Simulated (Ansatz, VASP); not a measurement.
## LuBRh3 in two plane-wave programs

One calculation is typed for both programs; each brings its own data sets and cutoff. How far apart do they land?

Calculated with Ansatz 0.2.0; plane waves, with VASP 6.6.1 beside it; relaxation of cell and atoms at PBEsol.

## 1. The structure

Symmetry: Pm-3m, No. 221, cubic system. The conventional cell has a = 4.120 Å, b = 4.120 Å, c = 4.120 Å, α = 90.00°, β = 90.00°, γ = 90.00°. Lu has 12 Rh at 2.91 Å and 8 B at 3.57 Å nearest. Nearest to Rh lie 2 B at 2.06 Å and 8 Rh at 2.91 Å and 4 Lu at 2.91 Å. B has 6 Rh at 2.06 Å and 8 Lu at 3.57 Å nearest. Farther neighbours are not listed.

As a file:

```
Lu Rh B
1.0
     4.12000    0.00000    0.00000
     0.00000    4.12000    0.00000
     0.00000    0.00000    4.12000
Lu Rh B
1 3 1
Direct
  0.00000 0.00000 0.00000
  0.50000 0.50000 0.00000
  0.50000 0.00000 0.50000
  0.00000 0.50000 0.50000
  0.50000 0.50000 0.50000
```

## 2. VASP: relaxation of cell and atoms, PBEsol

The relaxed volume is the usual yardstick between codes: its relative difference is about their pressure difference at one cell divided by the bulk modulus.

Lines of VASP's logs that name or quote its potential files are left out, and so is its time.

Contents of INCAR:

```
SYSTEM = LuBRh3
PREC = Accurate
ENCUT = 420
EDIFF = 1E-06
NELM = 120
ISMEAR = 0
SIGMA = 0.1
LREAL = .FALSE.
ALGO = Normal
GGA = PS
NBANDS = 34
LORBIT = 11
LWAVE = .FALSE.
LCHARG = .FALSE.
KPAR = 4
IBRION = 2
NSW = 40
ISIF = 3
EDIFFG = -0.02
POTIM = 0.4
```

Contents of POSCAR:

```
LuBRh3
1.0
    4.1200000000      0.0000000000      0.0000000000
    0.0000000000      4.1200000000      0.0000000000
    0.0000000000      0.0000000000      4.1200000000
Lu Rh B
1 3 1
Direct
    0.0000000000      0.0000000000      0.0000000000
    0.5000000000      0.5000000000      0.0000000000
    0.5000000000      0.0000000000      0.5000000000
    0.0000000000      0.5000000000      0.5000000000
    0.5000000000      0.5000000000      0.5000000000
```

Contents of KPOINTS:

```
Automatic mesh
0
Gamma
5 5 5
0 0 0
```

The projector-augmented-wave data sets are Lu, Rh and B (PBE family, release 64).

Started as:

```
$ mpirun -np 4 vasp_std
```

Numbers of over 12 decimals in the logs are rounded to 6 here.

Output:

```text
[banner, memory and clock lines left out]
running    4 mpi-ranks, on    1 nodes
 distrk:  each k-point on    1 cores,    4 groups
 distr:  one band on    1 cores,    1 groups

 POSCAR found type information on POSCAR LuRhB
 POSCAR found :  3 types and       5 ions
|                                                                             |
|               ----> ADVICE to this user running VASP <----                  |
|                                                                             |
|     You enforced a specific xc type in the INCAR file but a different       |
|     [... a line on the potential file left out ...]
|     I HOPE YOU KNOW WHAT YOU ARE DOING!                                     |
|                                                                             |

 LDA part: xc-table for (Slater+PW92), standard interpolation
 POSCAR, INCAR and KPOINTS ok, starting setup
 FFT: planning ... GRIDC
 FFT: planning ... GRID_SOFT
 FFT: planning ... GRID
 WAVECAR not read
 entering main loop
       N       E                     dE             d eps       ncg     rms          rms(c)
DAV:   1     0.309350311176E+03    0.30935E+03   -0.20947E+04   976   0.413E+03
DAV:   2    -0.549766941771E+01   -0.31485E+03   -0.30238E+03   784   0.541E+02
DAV:   3    -0.416276689594E+02   -0.36130E+02   -0.34750E+02   756   0.119E+02
DAV:   4    -0.437714124012E+02   -0.21437E+01   -0.21163E+01  1072   0.284E+01
DAV:   5    -0.438397558769E+02   -0.68343E-01   -0.68262E-01   900   0.376E+00    0.244E+01
DAV:   6    -0.408246843953E+02    0.30151E+01   -0.19043E+01   852   0.307E+01    0.504E+00
DAV:   7    -0.404340457712E+02    0.39064E+00   -0.20801E+00  1044   0.526E+01    0.431E+00
DAV:   8    -0.404025011069E+02    0.31545E-01   -0.46733E-01   894   0.383E+00    0.190E+00
DAV:   9    -0.403860257411E+02    0.16475E-01   -0.10375E-01  1018   0.665E+00    0.298E-01
DAV:  10    -0.403847391385E+02    0.12866E-02   -0.22105E-02  1048   0.341E+00    0.188E-01
DAV:  11    -0.403844516282E+02    0.28751E-03   -0.20647E-03  1034   0.103E+00    0.724E-02
DAV:  12    -0.403844861947E+02   -0.34567E-04   -0.49707E-04  1026   0.418E-01    0.409E-02
DAV:  13    -0.403844637124E+02    0.22482E-04   -0.18273E-04  1066   0.276E-01    0.444E-03
DAV:  14    -0.403844646680E+02   -0.95555E-06   -0.79763E-06   906   0.196E-02
   1 F= -.40384465E+02 E0= -.40375321E+02  d E =-.403845E+02
 curvature:   0.00 expect dE= 0.000E+00 dE for cont linesearch  0.000E+00
 trial: gam= 0.00000 g(F)=  0.000E+00 g(S)=  0.110E-02 ort = 0.000E+00 (trialstep = 0.100E+01)
 search vector abs. value=  0.110E-02
 bond charge predicted
       N       E                     dE             d eps       ncg     rms          rms(c)
DAV:   1    -0.404143700251E+02   -0.29906E-01   -0.40004E-01  1088   0.128E+01    0.133E+00
DAV:   2    -0.403856464158E+02    0.28724E-01   -0.90519E-02  1038   0.959E+00    0.466E-01
DAV:   3    -0.403826820089E+02    0.29644E-02   -0.29673E-02  1168   0.269E+00    0.160E-01
DAV:   4    -0.403833918168E+02   -0.70981E-03   -0.24212E-03  1096   0.130E+00    0.107E-01
DAV:   5    -0.403840048352E+02   -0.61302E-03   -0.90860E-04  1236   0.409E-01    0.849E-02
DAV:   6    -0.403844012063E+02   -0.39637E-03   -0.85933E-04  1238   0.377E-01    0.173E-02
DAV:   7    -0.403844027088E+02   -0.15024E-05   -0.58654E-05   998   0.926E-02    0.565E-03
DAV:   8    -0.403844030747E+02   -0.36592E-06   -0.38462E-06   730   0.172E-02
   2 F= -.40384403E+02 E0= -.40375237E+02  d E =0.615933E-04
 trial-energy change:    0.000062  1 .order   -0.000048   -0.001098    0.001003
 step:   0.4456(harm=  0.5227)  dis= 0.00000  next Energy=   -40.384700 (dE=-0.235E-03)
 bond charge predicted
       N       E                     dE             d eps       ncg     rms          rms(c)
DAV:   1    -0.403938124489E+02   -0.94097E-02   -0.12195E-01  1072   0.707E+00    0.716E-01
DAV:   2    -0.403851624210E+02    0.86500E-02   -0.26721E-02  1026   0.568E+00    0.269E-01
DAV:   3    -0.403841960153E+02    0.96641E-03   -0.98590E-03  1156   0.155E+00    0.871E-02
DAV:   4    -0.403844102691E+02   -0.21425E-03   -0.76815E-04  1096   0.761E-01    0.561E-02
DAV:   5    -0.403845898105E+02   -0.17954E-03   -0.25550E-04  1264   0.217E-01    0.455E-02
DAV:   6    -0.403847232244E+02   -0.13341E-03   -0.25907E-04  1202   0.216E-01    0.124E-02
DAV:   7    -0.403847268140E+02   -0.35897E-05   -0.20689E-05  1014   0.663E-02    0.306E-03
DAV:   8    -0.403847271969E+02   -0.38293E-06   -0.20199E-06   540   0.696E-03
   3 F= -.40384727E+02 E0= -.40375574E+02  d E =-.262529E-03
 curvature:  -0.25 expect dE=-0.263E-06 dE for cont linesearch -0.263E-06
 trial: gam= 0.00000 g(F)=  0.438E-64 g(S)=  0.103E-05 ort =-0.337E-04 (trialstep = 0.889E+00)
 search vector abs. value=  0.103E-05
 reached required accuracy - stopping structural energy minimisation
```

From OUTCAR (step 2):

```text
ion  position               nearest neighbor table
   1  0.000  0.000  0.000-   2 2.91   3 2.91   4 2.91   3 2.91   4 2.91   2 2.91   4 2.91   4 2.91
                             2 2.91   3 2.91   3 2.91   2 2.91
   2  0.500  0.500  0.000-   5 2.06   5 2.06   4 2.91   1 2.91   3 2.91   4 2.91   3 2.91   1 2.91
                             3 2.91   3 2.91   1 2.91   4 2.91   4 2.91   1 2.91
   3  0.500  0.000  0.500-   5 2.06   5 2.06   4 2.91   1 2.91   1 2.91   2 2.91   2 2.91   4 2.91
                             2 2.91   2 2.91   1 2.91   4 2.91   1 2.91   4 2.91
   4  0.000  0.500  0.500-   5 2.06   5 2.06   3 2.91   1 2.91   1 2.91   2 2.91   1 2.91   3 2.91
                             1 2.91   2 2.91   3 2.91   2 2.91   2 2.91   3 2.91
   5  0.500  0.500  0.500-   2 2.06   3 2.06   4 2.06   2 2.06   3 2.06   4 2.06

  LATTYP: Found a simple cubic cell.
 ALAT       =     4.1200000000

 Subroutine GETGRP returns: Found 48 space group operations
 (whereof 48 operations were pure point group operations)

The static configuration has the point symmetry O_h .

 Found     10 irreducible k-points:

   k-points           NKPTS =     10   k-points in BZ     NKDIM =     10   number of bands    NBANDS=     34

   dimension x,y,z NGX =    28 NGY =   28 NGZ =   28
   dimension x,y,z NGXF=    56 NGYF=   56 NGZF=   56

   ENCUT  =  420.0 eV  30.87 Ry    5.56 a.u.   6.88  6.88  6.88*2*pi/ulx,y,z

   NELECT =      55.0000    total number of electrons

 k-points in reciprocal lattice and weights: Automatic mesh
   0.00000000  0.00000000  0.00000000       0.008
   0.20000000  0.00000000  0.00000000       0.048
   0.40000000  0.00000000  0.00000000       0.048
   0.20000000  0.20000000  0.00000000       0.096
   0.40000000  0.20000000  0.00000000       0.192
   0.40000000  0.40000000  0.00000000       0.096
   0.20000000  0.20000000  0.20000000       0.064
   0.40000000  0.20000000  0.20000000       0.192
   0.40000000  0.40000000  0.20000000       0.192
   0.40000000  0.40000000  0.40000000       0.064

 average (electrostatic) potential at core
       1 -28.3244       2 -64.7734       3 -64.7734       4 -64.7734       5 -24.4375

 E-fermi :   8.0382

 k-point     1 :       0.0000    0.0000    0.0000
  band No.  band energies     occupation
    ...
     22       6.7644      2.00000
     23       6.7644      2.00000
     24       7.3139      2.00000
     25       7.3139      2.00000
     26       7.3139      2.00000
     27       8.3864      0.00000
     28       8.3896      0.00000
     29       8.3896      0.00000
     30       8.3896      0.00000
     31      12.1748      0.00000
    ...

 k-point     2 :       0.2000    0.0000    0.0000
  band No.  band energies     occupation
    ...
     22       6.1414      2.00000
     23       6.6681      2.00000
     24       6.6681      2.00000
     25       6.7901      2.00000
     26       7.6024      2.00000
     27       8.0948      0.42312
     28       8.3904      0.00000
     29       9.2998      0.00000
     30       9.2998      0.00000
     31      12.0047      0.00000
    ...

 k-point     3 :       0.4000    0.0000    0.0000
  band No.  band energies     occupation
    ...
     23       6.7437      2.00000
     24       6.7761      2.00000
     25       6.8370      2.00000
     26       6.8370      2.00000
     27       7.4503      2.00000
     28       8.3916      0.00000
     29      10.0213      0.00000
     30      10.0213      0.00000
     31      11.6930      0.00000
     32      12.1759      0.00000
    ...

  Total       -0.0066773     -0.0066773     -0.0066773     -0.0000000      0.0000000      0.0000000
  in kB       -0.1526317     -0.1526317     -0.1526317     -0.0000000      0.0000000      0.0000000
  external PRESSURE =      -0.1526317 kB  Pullay stress =       0.0000000 kB

  energy-cutoff  :      420.00
  volume of cell :       70.09
      direct lattice vectors                 reciprocal lattice vectors
     4.123085392 -0.000000000 -0.000000000     0.242536815  0.000000000 -0.000000000
    -0.000000000  4.123085392 -0.000000000     0.000000000  0.242536815 -0.000000000
     0.000000000  0.000000000  4.123085392     0.000000000  0.000000000  0.242536815

 POSITION                                       TOTAL-FORCE (eV/Angst)
 -----------------------------------------------------------------------------------
      0.00000      0.00000      0.00000        -0.000000     -0.000000      0.000000
      2.06154      2.06154     -0.00000        -0.000000      0.000000      0.000000
      2.06154     -0.00000      2.06154         0.000000      0.000000      0.000000
     -0.00000      2.06154      2.06154        -0.000000      0.000000      0.000000
      2.06154      2.06154      2.06154         0.000000      0.000000      0.000000
 -----------------------------------------------------------------------------------
    total drift:                               -0.000000      0.000000      0.000000

  FREE ENERGIE OF THE ION-ELECTRON SYSTEM (eV)
  ---------------------------------------------------
  free  energy   TOTEN  =       -40.3847271969 eV

  energy  without entropy=      -40.3664201251  energy(sigma->0) =      -40.37557366

 reached required accuracy - stopping structural energy minimisation

 total charge
# of ion       s       p       d       f       tot
--------------------------------------------------
    1        2.314   6.102   0.882  14.032  23.330
    2        0.471   0.590   7.579   0.000   8.640
    3        0.471   0.590   7.579   0.000   8.640
    4        0.471   0.590   7.579   0.000   8.640
    5        0.760   1.181   0.000   0.000   1.942
--------------------------------------------------
tot          4.488   9.053  23.619  14.032  51.192

[... 3 further parts left out ...]
```

CONTCAR:

```
LuBRh3
   1.00000000000000
     4.1230853920346764   -0.0000000000000000   -0.0000000000000000
    -0.0000000000000000    4.1230853920346764   -0.0000000000000000
     0.0000000000000000    0.0000000000000000    4.1230853920346764
  Lu              Rh              B
     1     3     1
Direct
     0.0000000000000000    0.0000000000000000    0.0000000000000000
     0.5000000000000000    0.5000000000000000    0.0000000000000000
     0.5000000000000000    0.0000000000000000    0.5000000000000000
     0.0000000000000000    0.5000000000000000    0.5000000000000000
     0.5000000000000000    0.5000000000000000    0.5000000000000000
```

(Continued in part 2 of 2.)

[Lines on the potential files, build, host, timing and source positions are cut from VASP's logs without a mark.]

[Logs are printed without paths, hosts, clocks, repeated set-up lines and the standing remarks that a program may print on its own settings, such as how far it seeks lower states.]

[Hosts, paths, dates, database ids (printed as entryN), source tags and the programs' standing remarks are cut or masked in the printed files.]
